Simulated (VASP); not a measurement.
```
CELL_PARAMETERS angstrom
     -3.43984     3.43984     2.76782
      3.43984    -3.43984     2.76782
      3.43984     3.43984    -2.76782
ATOMIC_POSITIONS crystal
  B  0.15800 0.65800 0.81600
  B  0.34200 0.15800 0.50000
  B  0.65800 0.84200 0.50000
  B  0.84200 0.34200 0.18400
  Au 0.75000 0.75000 0.00000
  Au 0.25000 0.25000 0.00000
```

All values below come from PBE GGA, VASP's PBE PAW potentials (set 64) (plane waves; VASP). Run with 400 eV cut-off, 5×5×5 Γ-centred mesh, Fermi-Dirac smearing of 0.10 eV, potentials B Au.

At this cut-off the stress carries a Pulay error, which pulls relaxed volumes low.

Q: Which forces act on the atoms, in eV/Å?

A: 
```
atom      Fx      Fy     Fz
----  ------  ------  -----
B1     0.040   0.040  0.000
B2     0.040  -0.040  0.000
B3    -0.040   0.040  0.000
B4    -0.040  -0.040  0.000
Au5    0.000   0.000  0.000
Au6    0.000   0.000  0.000
```

Q: Give the stress tensor in GPa (positive for a compressed cell).

A: 
```
-17.09    0.00    0.00
  0.00  -17.09    0.00
  0.00    0.00  -11.59
```
The pressure is its mean diagonal, -15.25 GPa.

The structure was generated: B2Au was put into an ordered model structure, which need not be its known phase. The cell was not relaxed at this level.
